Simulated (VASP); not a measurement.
```
AgI
1.0
    2.34128    -4.05521     0.00000
    2.34128     4.05521     0.00000
    0.00000     0.00000     7.65221
Ag I
2 2
Direct
  0.66667   0.33333   0.50009
  0.33333   0.66667   0.00009
  0.66667   0.33333   0.87491
  0.33333   0.66667   0.37491
```

Method: PBE GGA, VASP's PBE PAW potentials (set 64) (plane waves; VASP 6.6.1). Numerical set-up: 520 eV cut-off, 6×6×4 Γ-centred mesh, tetrahedra with Blöchl corrections, potentials Ag I.

The cores are frozen, which limits the accuracy of field gradients.

### Question
Give the principal components of the electric field gradient (V/Å²) and the asymmetry η at each nucleus.

### Answer

```tsv
atom	Vxx	Vyy	Vzz	η
Ag1	0.0	0.0	0.0	-
Ag2	0.0	0.0	0.0	-
I3	-2.1	-2.1	4.2	0.00
I4	-2.1	-2.1	4.2	0.00
```

The compound is AgI in the wurtzite structure. It was relaxed first, which changed the volume by +6 %.
